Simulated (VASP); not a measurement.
All values below come from PBEsol GGA, VASP's PBE PAW potentials (set 64) (plane waves; VASP).

The input files of a VASP run:

INCAR:
```
# general
SYSTEM   =  Fe
PREC     =  Accurate
ENCUT    =  520   # plane-wave cut-off (eV)
LREAL    =  .FALSE.
LASPH    =  .TRUE.

# electronic loop
EDIFF    =  1E-7   # SCF stop (eV)
NELM     =  100   # most electronic steps
ALGO     =  Normal   # blocked Davidson
LMAXMIX  =  4   # l cut-off of mixed one-centre charges

# smearing
ISMEAR   =  1   # Methfessel-Paxton
SIGMA    =  0.1   # width (eV)

# functional
GGA      =  PS   # PBEsol

# spin
ISPIN    =  2   # spin-polarised
MAGMOM   =  2.1

# ions
ISIF     =  2   # forces and stress, cell fixed

# output
LWAVE    =  .FALSE.
LCHARG   =  .FALSE.
LORBIT   =  10
```

File KPOINTS:
```
Automatic mesh
0
Gamma
18 18 18
0 0 0
```

File POSCAR:
```
Fe
1.0
 -1.4064994420   1.4064994420   1.4064994420
  1.4064994420  -1.4064994420   1.4064994420
  1.4064994420   1.4064994420  -1.4064994420
Fe
1
Direct
  0.0000000000   0.0000000000   0.0000000000
```

POTCAR, in this order: Fe (PBE.64 set). Program: vasp_std.

Output

**OSZICAR**
```
       N       E                     dE             d eps       ncg     rms          rms(c)
DAV:   1     0.147949189183E+02    0.14795E+02   -0.41226E+03  7309   0.108E+03
DAV:   2    -0.982779607857E+01   -0.24623E+02   -0.23251E+02  7096   0.129E+02
DAV:   3    -0.101568006478E+02   -0.32900E+00   -0.32825E+00  7902   0.205E+01
DAV:   4    -0.101583240454E+02   -0.15234E-02   -0.15233E-02  7709   0.129E+00
DAV:   5    -0.101583372754E+02   -0.13230E-04   -0.13230E-04  7583   0.107E-01    0.123E+01
DAV:   6    -0.900084115507E+01    0.11575E+01   -0.14323E+01  7426   0.613E+01    0.535E+00
DAV:   7    -0.892914994805E+01    0.71691E-01   -0.83625E-01  7433   0.144E+01    0.324E+00
DAV:   8    -0.892267321751E+01    0.64767E-02   -0.72006E-03  8799   0.726E-01    0.144E+00
DAV:   9    -0.891405337499E+01    0.86198E-02   -0.83578E-03  8841   0.773E-01    0.453E-01
DAV:  10    -0.891413950493E+01   -0.86130E-04   -0.24721E-03  8569   0.579E-01    0.215E-01
DAV:  11    -0.891441558444E+01   -0.27608E-03   -0.17819E-04  7620   0.185E-01    0.429E-02
DAV:  12    -0.891442704765E+01   -0.11463E-04   -0.32848E-05  8785   0.709E-02    0.150E-02
DAV:  13    -0.891442647396E+01    0.57369E-06   -0.26545E-06  8055   0.177E-02    0.205E-02
DAV:  14    -0.891442748901E+01   -0.10151E-05   -0.25612E-06  8537   0.185E-02    0.134E-03
DAV:  15    -0.891442742718E+01    0.61838E-07   -0.53581E-08  3592   0.270E-03
   1 F= -.89144274E+01 E0= -.89143184E+01  d E =-.327130E-03  mag=     2.1622
```

**OUTCAR**
```
------------------------ aborting loop because EDIFF is reached ----------------------------------------
  FORCE on cell =-STRESS in cart. coord.  units (eV):
  Direction    XX          YY          ZZ          XY          YZ          ZX
  --------------------------------------------------------------------------------------
  Total       -0.3946483     -0.3946483     -0.3946483      0.0000000     -0.0000000      0.0000000
  in kB      -56.8122689    -56.8122689    -56.8122689      0.0000000     -0.0000000      0.0000000
  external PRESSURE =     -56.8122689 kB  Pullay stress =       0.0000000 kB
  volume of cell :       11.13
      direct lattice vectors                 reciprocal lattice vectors
    -1.406499442  1.406499442  1.406499442     0.000000000  0.355492498  0.355492498
     1.406499442 -1.406499442  1.406499442     0.355492498  0.000000000  0.355492498
     1.406499442  1.406499442 -1.406499442     0.355492498  0.355492498  0.000000000
 POSITION                                       TOTAL-FORCE (eV/Angst)
 -----------------------------------------------------------------------------------
      0.00000      0.00000      0.00000        -0.000000     -0.000000      0.000000
 -----------------------------------------------------------------------------------
    total drift:                                0.000000     -0.000000      0.000000
  FREE ENERGIE OF THE ION-ELECTRON SYSTEM (eV)
  ---------------------------------------------------
  free  energy   TOTEN  =        -8.9144274272 eV

  energy  without entropy=       -8.9141002969  energy(sigma->0) =       -8.91431838

 total charge

# of ion       s       p       d       tot
------------------------------------------
    1        0.499   0.564   6.252   7.315

 magnetization (x)

# of ion       s       p       d       tot
------------------------------------------
    1       -0.013  -0.050   2.210   2.148
```
(Selected blocks of OUTCAR.)

OUTCAR:
```
 val. band max:        5.8850288282   @ k =  -0.4444  -0.4444   0.2778

 cond. band min:       5.8967499350   @ k =  -0.3889   0.5000   0.2778


 Fermi energy:         5.8939291620

 spin component 1

 k-point     1 :       0.0000    0.0000    0.0000
  band No.  band energies     occupation
      1      -2.7629      1.00000
      2       3.5228      1.00000
      3       3.5228      1.00000
      4       3.5228      1.00000
      5       4.8262      1.00000
      6       4.8262      1.00000
      7      31.0099      0.00000
      8      31.0099      0.00000
      9      31.0099      0.00000

 k-point     2 :       0.0556    0.0000    0.0000
  band No.  band energies     occupation
      1      -2.6326      1.00000
      2       3.4862      1.00000
      3       3.5201      1.00000
      4       3.5941      1.00000
      5       4.7891      1.00000
      6       4.8291      1.00000
      7      30.1626      0.00000
      8      30.8288      0.00000
      9      30.9245      0.00000

 k-point     3 :       0.1111    0.0000    0.0000
  band No.  band energies     occupation
      1      -2.2500      1.00000
      2       3.3820      1.00000
      3       3.5012      1.00000
      4       3.8031      1.00000
      5       4.7027      1.00000
      6       4.8385      1.00000
      7      28.2038      0.00000
      8      30.1815      0.00000
      9      30.7096      0.00000

 k-point     4 :       0.1667    0.0000    0.0000
  band No.  band energies     occupation
      1      -1.6431      1.00000
      2       3.2250      1.00000
      3       3.4459      1.00000
      4       4.1335      1.00000
      5       4.6297      1.00000
      6       4.8559      1.00000
      7      25.7693      0.00000
      8      29.0982      0.00000
      9      30.4445      0.00000

 k-point     5 :       0.2222    0.0000    0.0000
  band No.  band energies     occupation
      1      -0.8751      1.00000
...
```

The compound is Fe in the bcc structure. This cell is one point of a volume scan, at 1.03 of the reference volume.
